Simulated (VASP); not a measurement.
Given:

```
CELL_PARAMETERS angstrom
      1.65765    -5.34695     0.00000
      1.65765     5.34695     0.00000
      0.00000     0.00000     4.36383
ATOMIC_POSITIONS crystal
  P  0.09503 0.90497 0.91373
  P  0.40497 0.59503 0.41373
  P  0.59503 0.40497 0.58627
  P  0.90497 0.09503 0.08627
```

Computed with PBE GGA, VASP's PBE PAW potentials (set 64) (plane waves; VASP 6.6.1). Numerical set-up: 480 eV cut-off, 6×6×6 Γ-centred mesh, Gaussian smearing of 0.050 eV, potentials P.

Without a dispersion term in the relaxation, distances and binding between the weakly bound layers, chains or molecules are unreliable, and so is what depends on them.

The ions are relaxed. Which structure does the run end with?

```
CELL_PARAMETERS angstrom
      1.65765    -5.34695     0.00000
      1.65765     5.34695     0.00000
      0.00000     0.00000     4.36383
ATOMIC_POSITIONS crystal
  P  0.10019 0.89981 0.92002
  P  0.39981 0.60019 0.42002
  P  0.60019 0.39981 0.57998
  P  0.89981 0.10019 0.07998
```
Space group Cmce (64), at a tolerance of 0.03 Å.

How much energy does the relaxation gain?

The energy (σ→0) changes by -28.3 meV/atom, in 6 ionic steps.

```csv
step,E(σ→0) (eV),max force (eV/Å),pressure (GPa),volume (Å³)
1,-21.3587,0.944,5.88,77.36
2,-21.4638,0.253,2.49,77.36
3,-21.4711,0.106,1.38,77.36
4,-21.4711,0.106,1.46,77.36
5,-21.4720,0.022,1.31,77.36
6,-21.4721,0.002,1.33,77.36
```

The compound is P in the black structure. This cell was strained or had an atom moved on purpose. Symmetry was kept, so distortions that lower it aren't found.
